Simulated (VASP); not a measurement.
Level of theory: r2SCAN+rVV10 with spin-orbit coupling, VASP's PBE PAW potentials (set 64) (plane waves; VASP).

A VASP calculation is set up with these files.

KPOINTS:
```
Automatic mesh
0
Gamma
13 13 13
0 0 0
```

### KPOINTS_OPT
```
k-points along high-symmetry lines
8
Line-mode
Reciprocal
  0.000000   0.000000   0.000000 ! GAMMA
  0.500000  -0.500000   0.500000 ! H

  0.500000  -0.500000   0.500000 ! H
  0.000000   0.000000   0.500000 ! N

  0.000000   0.000000   0.500000 ! N
  0.000000   0.000000   0.000000 ! GAMMA

  0.000000   0.000000   0.000000 ! GAMMA
  0.250000   0.250000   0.250000 ! P

  0.250000   0.250000   0.250000 ! P
  0.500000  -0.500000   0.500000 ! H

  0.250000   0.250000   0.250000 ! P
  0.000000   0.000000   0.500000 ! N
```

### INCAR
```
# general
SYSTEM      =  Zr
PREC        =  Accurate
ENCUT       =  400
LREAL       =  F
LASPH       =  T

# electronic loop
EDIFF       =  1E-6
NELM        =  100
ALGO        =  Normal
LMAXMIX     =  4
LMIXTAU     =  T

# smearing
ISMEAR      =  0
SIGMA       =  0.05

# functional
METAGGA     =  R2SCAN
LUSE_VDW    =  T
BPARAM      =  11.95
CPARAM      =  0.0093
GGA_COMPAT  =  F

# spin
MAGMOM      =  0 0 0
LSORBIT     =  T

# output
LWAVE       =  F
LCHARG      =  F
```

File POSCAR:
```
Zr
1
   -1.7837414244     1.7837414244     1.7837414244
    1.7837414244    -1.7837414244     1.7837414244
    1.7837414244     1.7837414244    -1.7837414244
Zr
1
Direct
  0.0000000000   0.0000000000   0.0000000000
```

POTCAR, in this order: Zr_sv (PBE.64 set). Program: vasp_ncl.

What VASP printed:

File OUTCAR:
```
 ion  position               nearest neighbor table
   1  0.000  0.000  0.000-
  LATTYP: Found a body centered cubic cell.
 ALAT       =     3.5674828488
 Subroutine PRICEL returns:
 Original cell was already a primitive cell.
 Subroutine GETGRP returns: Found 48 space group operations
The static configuration has the point symmetry O_h .
The dynamic configuration has the point symmetry O_h .
The overall configuration has the point symmetry O_h .
 Subroutine INISYM returns: Found 48 space group operations
 Subroutine IBZKPT returns following result:
 Found     84 irreducible k-points:

 Following reciprocal coordinates:
            Coordinates               Weight
  0.000000  0.000000  0.000000      1.000000
  0.076923  0.000000  0.000000     12.000000
  0.153846  0.000000  0.000000     12.000000
  0.230769  0.000000  0.000000     12.000000
  0.307692  0.000000  0.000000     12.000000
  0.384615  0.000000  0.000000     12.000000
  0.461538  0.000000  0.000000     12.000000
  0.076923  0.076923  0.000000     24.000000
  0.153846  0.076923  0.000000     48.000000
  0.230769  0.076923  0.000000     48.000000
  0.307692  0.076923  0.000000     48.000000
  0.384615  0.076923  0.000000     48.000000
  0.461538  0.076923  0.000000     24.000000
  0.153846  0.153846  0.000000     24.000000
  0.230769  0.153846  0.000000     48.000000
  0.307692  0.153846  0.000000     48.000000
  0.384615  0.153846  0.000000     48.000000
  0.230769  0.230769  0.000000     24.000000
  0.307692  0.230769  0.000000     48.000000
  0.384615  0.230769  0.000000     24.000000
  0.307692  0.307692  0.000000     24.000000
  0.076923  0.076923  0.076923      8.000000
  0.153846  0.076923  0.076923     24.000000
  0.230769  0.076923  0.076923     24.000000
  0.307692  0.076923  0.076923     24.000000
  0.384615  0.076923  0.076923     24.000000
 -0.076923  0.076923  0.076923      6.000000
  0.153846  0.153846  0.076923     24.000000
  0.230769  0.153846  0.076923     48.000000
  0.307692  0.153846  0.076923     48.000000
  0.384615  0.153846  0.076923     24.000000
 -0.153846  0.153846  0.076923     24.000000
  0.230769  0.230769  0.076923     24.000000
  0.307692  0.230769  0.076923     48.000000
 -0.230769  0.230769  0.076923     24.000000
 -0.153846  0.230769  0.076923     24.000000
  0.307692  0.307692  0.076923      8.000000
 -0.307692  0.307692  0.076923     24.000000
 -0.230769  0.307692  0.076923     48.000000
 -0.384615  0.384615  0.076923     24.000000
   k-points           NKPTS =     84   k-points in BZ     NKDIM =     84   number of bands    NBANDS=     20
   number of dos      NEDOS =    301   number of ions     NIONS =      1
   total plane-waves  NPLWV =   8000
   dimension x,y,z NGX =    20 NGY =   20 NGZ =   20
   dimension x,y,z NGXF=    40 NGYF=   40 NGZF=   40
   ions per type =               1
   PREC   = accura    normal or accurate (medium, high low for compatibility)
   ISTART =      0    job   : 0-new  1-cont  2-samecut
   ICHARG =      2    charge: 1-file 2-atom 10-const
   ISPIN  =      1    spin polarized calculation?
   LNONCOLLINEAR =      T non collinear calculations
   LSORBIT =      T    spin-orbit coupling
   INIWAV =      1    electr: 0-lowe 1-rand  2-diag
   ENCUT  =  400.0 eV  29.40 Ry    5.42 a.u.   5.04  5.04  5.04*2*pi/ulx,y,z
   NELM   =    100;   NELMIN=  2; NELMDL= -5     # of ELM steps
   EDIFF  = 0.1E-05   stopping-criterion for ELM
   LREAL  =      F    real-space projection
   NLSPLINE    = F    spline interpolate recip. space projectors
   LMAXMIX     =    4 max onsite mixed and CHGCAR
...
```

OSZICAR:
```
       N       E                     dE             d eps       ncg     rms          rms(c)
DAV:   1     0.733336116096E+02    0.73334E+02   -0.59374E+03  3360   0.102E+03
DAV:   2    -0.221186139581E+02   -0.95452E+02   -0.93247E+02  3960   0.325E+02
DAV:   3    -0.290673538436E+02   -0.69487E+01   -0.68253E+01  6280   0.586E+01
DAV:   4    -0.292001740566E+02   -0.13282E+00   -0.13248E+00  3960   0.809E+00
DAV:   5    -0.292029516268E+02   -0.27776E-02   -0.27765E-02  4624   0.878E-01    0.134E+01
DAV:   6    -0.215539261056E+02    0.76490E+01   -0.44281E+00  4364   0.197E+01    0.272E+00
DAV:   7    -0.226592834362E+02   -0.11054E+01   -0.30396E-01  3580   0.669E+00    0.153E+00
DAV:   8    -0.219188394226E+02    0.74044E+00   -0.89305E-01  4556   0.854E+00    0.154E+00
DAV:   9    -0.224651567680E+02   -0.54632E+00   -0.77746E-01  3504   0.643E+00    0.620E-01
DAV:  10    -0.224689327299E+02   -0.37760E-02   -0.13419E-02  4392   0.127E+00    0.444E-01
DAV:  11    -0.224258084932E+02    0.43124E-01   -0.12737E-02  5172   0.130E+00    0.590E-01
DAV:  12    -0.224851251651E+02   -0.59317E-01   -0.15841E-02  4324   0.157E+00    0.221E-01
DAV:  13    -0.224849880801E+02    0.13708E-03   -0.45224E-03  3852   0.778E-01    0.141E-01
DAV:  14    -0.224850745274E+02   -0.86447E-04   -0.81428E-04  4748   0.136E-01    0.144E-01
DAV:  15    -0.224850572881E+02    0.17239E-04   -0.11208E-04  3440   0.138E-01    0.130E-01
DAV:  16    -0.224849885235E+02    0.68765E-04   -0.31327E-04  3612   0.209E-01    0.724E-02
DAV:  17    -0.224849840707E+02    0.44528E-05   -0.38241E-04  4532   0.223E-01    0.101E-01
DAV:  18    -0.224849930105E+02   -0.89398E-05   -0.37316E-05  4416   0.456E-02    0.104E-01
DAV:  19    -0.224849787927E+02    0.14218E-04   -0.15533E-05  3728   0.506E-02    0.789E-02
DAV:  20    -0.224849893203E+02   -0.10528E-04   -0.19520E-05  4924   0.482E-02    0.452E-02
DAV:  21    -0.224849882710E+02    0.10493E-05   -0.19159E-06  3192   0.186E-02    0.309E-02
DAV:  22    -0.224849984968E+02   -0.10226E-04   -0.41163E-06  4484   0.239E-02    0.135E-02
DAV:  23    -0.224849984908E+02    0.60440E-08   -0.12332E-06  2884   0.142E-02
   1 F= -.22484998E+02 E0= -.22483403E+02  d E =-.319067E-02  mag=     0.0000    -0.0000    -0.0000
       N       E                     dE             ncg
```

### OUTCAR
```
------------------------ aborting loop because EDIFF is reached ----------------------------------------
  FORCE on cell =-STRESS in cart. coord.  units (eV):
  Direction    XX          YY          ZZ          XY          YZ          ZX
  --------------------------------------------------------------------------------------
  Total        0.0023975      0.0023975      0.0023975      0.0000000     -0.0000000      0.0000000
  in kB        0.1692058      0.1692058      0.1692058      0.0000000     -0.0000000      0.0000000
  external PRESSURE =       0.1692058 kB  Pullay stress =       0.0000000 kB
  volume of cell :       22.70
      direct lattice vectors                 reciprocal lattice vectors
    -1.783741424  1.783741424  1.783741424     0.000000000  0.280309687  0.280309687
     1.783741424 -1.783741424  1.783741424     0.280309687  0.000000000  0.280309687
     1.783741424  1.783741424 -1.783741424     0.280309687  0.280309687  0.000000000
 POSITION                                       TOTAL-FORCE (eV/Angst)
 -----------------------------------------------------------------------------------
      0.00000      0.00000      0.00000         0.000000      0.000000     -0.000000
 -----------------------------------------------------------------------------------
    total drift:                                0.000000     -0.000000      0.000000
  FREE ENERGIE OF THE ION-ELECTRON SYSTEM (eV)
  ---------------------------------------------------
  free  energy   TOTEN  =       -22.4849984908 eV

  energy  without entropy=      -22.4818078160  energy(sigma->0) =      -22.48340315

 Ion:    1  E_soc:     -0.1372278
```
(Selected blocks of OUTCAR.)

The structure comes from a measured Zr entry (Im-3m) of the Crystallography Open Database, whose conditions weren't checked. It was relaxed first.
